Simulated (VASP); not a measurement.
# Ti4AlC3 (P6_3/mmc) in VASP: a series of runs, part 2 of 3

VASP 6.6.1. Earlier steps stand in the parts before.

**3. Relaxation of cell and atoms, PBE+D3(BJ)**

This run uses another cell than the first one, of 11.73 Å³/atom, 0.980 times its volume.

File INCAR:

```
  PREC = Accurate
  ENCUT = 600
  EDIFF = 1E-7
  ISMEAR = 0
  SIGMA = 0.03
  LREAL = F
  LASPH = T
  NELM = 80
  ALGO = Normal
  ISIF = 3
  LWAVE = F
  LCHARG = F
  GGA = PE
  IVDW = 12
  IBRION = 2
  NSW = 90
  EDIFFG = -0.005
  KPAR = 4
```

File KPOINTS:

```
Automatic mesh
0
Gamma
  12 12 2
```

File POSCAR:

```
Ti4AlC3                                 
1.0
    3.0491332363      0.0000000000      0.0000000000
   -1.5245666181      2.6406268465     -0.0000000000
    0.0000000000     -0.0000000000     23.3034354270
  Ti              Al              C             
     8     2     6
Direct
     0.3333333300000021    0.6666666699999979    0.0511149860803381
     0.6666666699999979    0.3333333300000021    0.9488850139196617
     0.6666666699999979    0.3333333300000021    0.5511149860803383
     0.3333333300000021    0.6666666699999979    0.4488850139196618
     1.0000000000000000    0.0000000000000000    0.1537955201965306
     0.0000000000000000    0.0000000000000000    0.8462044798034694
     0.0000000000000000    0.0000000000000000    0.6537955201965306
     1.0000000000000000    0.0000000000000000    0.3462044798034695
     0.3333333300000021    0.6666666699999979    0.2500000000000000
     0.6666666699999979    0.3333333300000021    0.7500000000000000
     0.0000000000000000    0.0000000000000000    0.0000000000000000
     0.0000000000000000    0.0000000000000000    0.5000000000000000
     0.6666666699999979    0.3333333300000021    0.1082095419481734
     0.3333333300000021    0.6666666699999979    0.8917904580518267
     0.3333333300000021    0.6666666699999979    0.6082095419481733
     0.6666666699999979    0.3333333300000021    0.3917904580518266
```

Potentials or basis: VASP PAW PBE potentials, release 64 (Ti_sv, Al, C).

Started as:

```console
> cat potpaw_PBE.64/Ti_sv/POTCAR potpaw_PBE.64/Al/POTCAR potpaw_PBE.64/C/POTCAR > POTCAR
> mpirun -np 4 vasp_std > vasp.out
```

OUTCAR:

```text
PREC = Accurate
   ENCUT = 600
   EDIFF = 1E-7
   ISMEAR = 0
   LREAL = F
   LASPH = T
   NELM = 80
   ISIF = 3
   GGA = PE
   IVDW = 12
   IBRION = 2
   NSW = 90
   EDIFFG = -0.005
 IVDW          = 12

 ion  position               nearest neighbor table
   1  0.333  0.667  0.051-  11 2.13  11 2.13  11 2.13  13 2.21  13 2.21  13 2.21
   2  0.667  0.333  0.949-  11 2.13  11 2.13  11 2.13  14 2.21  14 2.21  14 2.21
   3  0.667  0.333  0.551-  12 2.13  12 2.13  12 2.13  15 2.21  15 2.21  15 2.21
   4  0.333  0.667  0.449-  12 2.13  12 2.13  12 2.13  16 2.21  16 2.21  16 2.21
   5  0.000  0.000  0.154-  13 2.06  13 2.06  13 2.06   9 2.85   9 2.85   9 2.85
   6  0.000  0.000  0.846-  14 2.06  14 2.06  14 2.06  10 2.85  10 2.85  10 2.85
[... 8 lines left out ...]
  15  0.333  0.667  0.608-   7 2.06   7 2.06   7 2.06   3 2.21   3 2.21   3 2.21
  16  0.667  0.333  0.392-   8 2.06   8 2.06   8 2.06   4 2.21   4 2.21   4 2.21

  LATTYP: Found a hexagonal cell.
 ALAT       =     3.0491332363
 C/A-ratio  =     7.6426425548

  Lattice vectors:

 A1 = (   3.0491332363,   0.0000000000,   0.0000000000)
 A2 = (  -1.5245666181,   2.6406268465,   0.0000000000)
 A3 = (   0.0000000000,   0.0000000000,  23.3034354270)

Analysis of symmetry for initial positions (statically):
=====================================================================
 Subroutine PRICEL returns:
 Original cell was already a primitive cell.

 Routine SETGRP: Setting up the symmetry group for a
 hexagonal supercell.

 Subroutine GETGRP returns: Found 24 space group operations
 (whereof 12 operations were pure point group operations)
 out of a pool of 24 trial point group operations.

The static configuration has the point symmetry D_3d.
 The point group associated with its full space group is D_6h.

Analysis of symmetry for dynamics (positions and initial velocities):
=====================================================================
 Subroutine PRICEL returns:
 Original cell was already a primitive cell.

 Routine SETGRP: Setting up the symmetry group for a
 hexagonal supercell.

 Subroutine GETGRP returns: Found 24 space group operations
 (whereof 12 operations were pure point group operations)
 out of a pool of 24 trial point group operations.

The dynamic configuration has the point symmetry D_3d.
 The point group associated with its full space group is D_6h.

 Subroutine INISYM returns: Found 24 space group operations
 (whereof 12 operations are pure point group operations),
 and found     1 'primitive' translations

----------------------------------------------------------------------------------------

                                     Primitive cell

  volume of cell :     187.6305

  direct lattice vectors                    reciprocal lattice vectors
     3.049133236  0.000000000  0.000000000     0.327962054  0.189348980  0.000000000
    -1.524566618  2.640626847  0.000000000     0.000000000  0.378697960  0.000000000
     0.000000000  0.000000000 23.303435427     0.000000000  0.000000000  0.042912128

  length of vectors
     3.049133236  3.049133240 23.303435427     0.378697961  0.378697960  0.042912128

  position of ions in fractional coordinates (direct lattice)
     0.333333330  0.666666670  0.051114986
[... 86 lines left out ...]
  0.333333 -0.000000  0.500000      6.000000
 [... further k-points ...]
   k-points           NKPTS =     38   k-points in BZ     NKDIM =     38   number of bands    NBANDS=     75
   number of dos      NEDOS =    301   number of ions     NIONS =     16
   total plane-waves  NPLWV = 110592
   dimension x,y,z NGX =    24 NGY =   24 NGZ =  192
   dimension x,y,z NGXF=    48 NGYF=   48 NGZF=  384
   ions per type =               8   2   6
   NGX,Y,Z   is equivalent  to a cutoff of  13.09, 13.09, 13.70 a.u.
   NGXF,Y,Z  is equivalent  to a cutoff of  26.17, 26.17, 27.39 a.u.
 SYSTEM =  unknown system
   PREC   = accura    normal or accurate (medium, high low for compatibility)
   ISTART =      0    job   : 0-new  1-cont  2-samecut
   ICHARG =      2    charge: 1-file 2-atom 10-const
   ISPIN  =      1    spin polarized calculation?
   LNONCOLLINEAR =      F non collinear calculations
   LSORBIT =      F    spin-orbit coupling
   LASPH  =      T    aspherical Exc in radial PAW
   ENCUT  =  600.0 eV  44.10 Ry    6.64 a.u.   6.09  6.09 46.54*2*pi/ulx,y,z
   NELM   =     80;   NELMIN=  2; NELMDL= -5     # of ELM steps
   EDIFF  = 0.1E-06   stopping-criterion for ELM
   LREAL  =      F    real-space projection
   EDIFFG = -.5E-02   stopping-criterion for IOM
   NSW    =     90    number of steps for IOM
   IBRION =      2    ionic relax: 0-MD 1-quasi-New 2-CG
   NFREE  =      1    steps in history (QN), initial steepest desc. (CG)
   ISIF   =      3    stress and relaxation
   ISYM   =      2    0-nonsym 1-usesym 2-fastsym
   POTIM  = 0.5000    time-step for ionic-motion
   TEBEG  =    0.0;   TEEND  =   0.0 temperature during run
   PSTRESS=    0.0 pullay stress
   NELECT =     126.0000    total number of electrons
   NUPDOWN=      -1.0000    fix difference up-down
   EMIN   =  10.00;   EMAX   =-10.00  energy-range for DOS
   EFERMI =   0.00;   METHOD = LEGACY
   ISMEAR =     0;   SIGMA  =   0.03  broadening in eV -4-tet -1-fermi 0-gaus
   EFERMI_NEDOS =   21; number of points for ismear=-14 and -15
   IALGO  =     38    algorithm
   IMIX   =      4    mixing-type and parameters
     AMIX     =   0.40;   BMIX     =  1.00
     AMIX_MAG =   1.60;   BMIX_MAG =  1.00
  volume/ion in A,a.u.               =      11.73        79.14
  Fermi-wavevector in a.u.,A,eV,Ry     =   1.433608  2.709127 27.963145  2.055233
  Thomas-Fermi vector in A             =   2.553108
   LORBIT       =      0    0 simple, 1 ext, 2 COOP (PROOUT), +10 PAW based schemes
   GGA     = PE    functional components
   LHFCALC =     F    Hartree Fock is set to
   AEXX    =    0.0000 exact exchange contribution
   IVDW    =    12    specifies the selected vdW correction
   LEPSILON=     F    determine dielectric tensor
   LRPA    =     F    only Hartree local field effects (RPA)
 conjugate gradient relaxation of ions
 non-spin polarized calculation
 Gauss-broadening in eV      SIGMA  =   0.03
  energy-cutoff  :      600.00
  volume of cell :      187.63
 maximum number of plane-waves:      6336
   NGX = 13   NGY = 13   NGZ = 93

 number of electron     125.9999981 magnetization

 Free energy of the ion-electron system (eV)
  ---------------------------------------------------
  ext. energy  EPLUGINS =         0.00000000
  ---------------------------------------------------
  free energy    TOTEN  =      -137.99936654 eV

  energy without entropy =     -137.99620057  energy(sigma->0) =     -137.99778355

 E-fermi :   8.9077     XC(G=0): -12.0565

 val. band max:        8.9026904322   @ k =   0.1667   0.0833   0.0000
 cond. band min:       8.9139909188   @ k =   0.2500   0.1667   0.0000
 fundamental gap:      0.0113004866
 Fermi energy:         8.9077304932

 k-point     1 :       0.0000    0.0000    0.0000
  band No.  band energies     occupation
      1     -47.6255      2.00000
      2     -47.6254      2.00000
      3     -47.5986      2.00000
      4     -47.5986      2.00000
      5     -47.5664      2.00000
      6     -47.5664      2.00000
[... 1861 lines left out ...]
     74      11.2775      0.00000
     75      11.4319      0.00000

 [... further k-points ...]

------------------------ aborting loop because EDIFF is reached ----------------------------------------

 Edisp (eV)   -7.24396

 E8    (eV) :    -3.1851

  FORCE on cell =-STRESS in cart. coord.  units (eV):
  Direction    XX          YY          ZZ          XY          YZ          ZX
  --------------------------------------------------------------------------------------
  -------------------------------------------------------------------------------------
  Total       0.02176     0.02176     0.03196     0.00000     0.00000     0.00000
  in kB       0.18580     0.18580     0.27288     0.00000     0.00000     0.00000
  external pressure =        0.21 kB  Pullay stress =        0.00 kB

 VOLUME and BASIS-vectors are now :
 -----------------------------------------------------------------------------
  energy-cutoff  :      600.00
  volume of cell :      187.63
      direct lattice vectors                 reciprocal lattice vectors
     3.049133236  0.000000000  0.000000000     0.327962054  0.189348980  0.000000000
    -1.524566618  2.640626847  0.000000000     0.000000000  0.378697960  0.000000000
     0.000000000  0.000000000 23.303435427     0.000000000  0.000000000  0.042912128

 POSITION                                       TOTAL-FORCE (eV/Angst)
 -----------------------------------------------------------------------------------
     -0.00000      1.76042      1.19115         0.000000     -0.000000      0.000954
      1.52457      0.88021     22.11228        -0.000000      0.000000     -0.000954
      1.52457      0.88021     12.84287        -0.000000      0.000000      0.000954
     -0.00000      1.76042     10.46056         0.000000     -0.000000     -0.000954
      0.00000      0.00000      3.58396        -0.000000      0.000000     -0.000083
      0.00000      0.00000     19.71947         0.000000     -0.000000      0.000083
[... 8 lines left out ...]
     -0.00000      1.76042     14.17337        -0.000000     -0.000000     -0.000431
      1.52457      0.88021      9.13006         0.000000      0.000000      0.000431
 -----------------------------------------------------------------------------------
    total drift:                               -0.000043      0.000025     -0.000001

  FREE ENERGIE OF THE ION-ELECTRON SYSTEM (eV)
  ---------------------------------------------------
  free  energy   TOTEN  =      -145.2433306253 eV

  energy  without entropy=     -145.2401646534  energy(sigma->0) =     -145.24174764

 reached required accuracy - stopping structural energy minimisation
```

Run time: 4.9 min. Hardware: 4 MPI ranks of Intel Xeon Platinum 8375C at 2.90GHz (Ice Lake), shared host; peak memory 0.67 GiB.

What came out:

```yaml
Free_energy: -145.2433 eV
Pressure_after_relaxing: 0.0 GPa
Band_gap_on_the_k_mesh: none (metal or under the smearing width)
Dispersion_energy_per_atom: -0.453 eV
```

Final structure:
```cif
data_structure
_symmetry_space_group_name_H-M 'P 1'
_symmetry_Int_Tables_number 1
_cell_length_a 3.0491
_cell_length_b 3.0491
_cell_length_c 23.3034
_cell_angle_alpha 90.000
_cell_angle_beta 90.000
_cell_angle_gamma 120.000
_cell_volume 187.63
loop_
_atom_site_label
_atom_site_type_symbol
_atom_site_fract_x
_atom_site_fract_y
_atom_site_fract_z
_atom_site_occupancy
Ti1 Ti 0.33333 0.66667 0.05112 1
Ti2 Ti 0.66667 0.33333 0.94888 1
Ti3 Ti 0.66667 0.33333 0.55112 1
Ti4 Ti 0.33333 0.66667 0.44888 1
Ti5 Ti 0.00000 0.00000 0.15380 1
Ti6 Ti 0.00000 0.00000 0.84620 1
Ti7 Ti 0.00000 0.00000 0.65380 1
Ti8 Ti 0.00000 0.00000 0.34620 1
Al1 Al 0.33333 0.66667 0.25000 1
Al2 Al 0.66667 0.33333 0.75000 1
C1 C 0.00000 0.00000 0.00000 1
C2 C 0.00000 0.00000 0.50000 1
C3 C 0.66667 0.33333 0.10821 1
C4 C 0.33333 0.66667 0.89179 1
C5 C 0.33333 0.66667 0.60821 1
C6 C 0.66667 0.33333 0.39179 1
```

Levels at points of the mesh, in eV from the Fermi level:
```csv
k point,band 61,band 62,band 63,band 64,band 65,band 66,band 67,band 68
"(0.00, 0.00, 0.00)",0.70,0.70,0.70,0.70,0.70,0.77,1.48,1.48
"(0.50, 0.00, 0.00)",-1.16,-1.15,-0.79,-0.79,1.20,1.31,1.85,2.18
"(0.00, 0.00, 0.50)",0.70,0.70,0.70,0.70,0.74,0.74,1.49,1.49
"(0.50, 0.00, 0.50)",-1.15,-1.15,-0.79,-0.79,1.24,1.24,1.98,1.98
```

Caveat: the relaxation stopped at its first step, so nothing moved; pairwise dispersion overbinds metals, which lowers pressure and volume.

(Part 2 of 3 ends here.)
